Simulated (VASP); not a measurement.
Ga2SnO:

```
Ga Sn O
1.0
     3.73300    0.00000    0.00000
     0.00000    3.73300    0.00000
     0.00000    0.00000    5.87800
Ga Sn O
2 1 1
Direct
  0.50000 0.00000 0.66655
  0.00000 0.50000 0.33345
  0.00000 0.00000 0.00000
  0.50000 0.50000 0.50000
```

The cell was built by a generator and needn't be a form met in nature.

| Item | Value |
| --- | --- |
| Program | VASP 6.6.1 |
| Task | relaxation of cell and atoms |
| Functional | PBE |
| Potentials or basis | VASP PAW PBE potentials, release 64 (Ga_d, Sn_d, O) |
| Cutoff | 520 eV |
| k mesh | 10 × 10 × 6 |
| Occupations | gaussian, width 0.1 eV |
| Spin | no spin polarisation |

At the start: pressure 1.2 GPa; volume 20.48 Å³/atom.

Task: Where does the relaxation end?

Result: Over 33 steps the energy falls by 91.1 meV/atom and the volume is 19.21 Å³/atom (-6.2 %); space group P-4m2 (No. 115, to 0.05 Å).

The path:
```
step  energy change (eV)  largest force (eV/Å)  pressure (GPa)  volume (Å³)
   1              0.0000                0.2654            1.24        81.91
   2             -0.0269                0.1004           -0.09        83.79
   3             -0.0312                0.0155           -0.87        85.01
   4             -0.0411                0.0563           -0.29        84.12
   5             -0.0447                0.1316            0.61        82.86
   6             -0.0523                0.1081            0.28        83.36
   7             -0.0737                0.0515           -0.51        84.68
   8             -0.1301                0.1337           -2.51        86.61
   9              0.0620                0.7454           -8.78        87.88
  10             -0.1486                0.2440           -3.12        86.90
  11             -0.1498                0.4543           -5.81        87.72
  12             -0.1663                0.2864           -3.88        87.20
  13             -0.1671                0.2877           -3.94        87.22
  14             -0.1689                0.2918           -4.11        87.29
  15             -0.1700                0.3066           -4.48        87.43
  16             -0.1728                0.3035           -4.45        87.34
  17             -0.1811                0.2949           -4.39        87.07
  18             -0.1973                0.2790           -4.24        86.54
  19             -0.2277                0.2517           -3.91        85.49
  20             -0.2827                0.1943           -3.22        83.36
  21             -0.3537                0.0180           -1.57        79.10
  22             -0.3571                0.1023           -0.66        77.26
  23             -0.3586                0.0457           -1.08        78.05
  24             -0.3587                0.0594           -0.95        77.86
  25             -0.3616                0.0587           -0.70        77.68
  26             -0.3632                0.0631           -0.17        77.38
  27             -0.3632                0.0638           -0.28        77.39
  28             -0.3636                0.0586           -0.14        77.27
  29             -0.3640                0.0482            0.00        76.99
  30             -0.3640                0.0287            0.30        76.44
  31             -0.3642                0.0402            0.12        76.76
  32             -0.3643                0.0166            0.01        76.81
  33             -0.3643                0.0079           -0.02        76.83
```

Final structure:
```
Ga Sn O
1.0
     3.10510    0.00000    0.00000
     0.00000    3.10510    0.00000
     0.00000    0.00000    7.96842
Ga Sn O
2 1 1
Direct
  0.50000 0.00000 0.66969
  0.00000 0.50000 0.33031
  0.00000 0.00000 0.00000
  0.50000 0.50000 0.50000
```
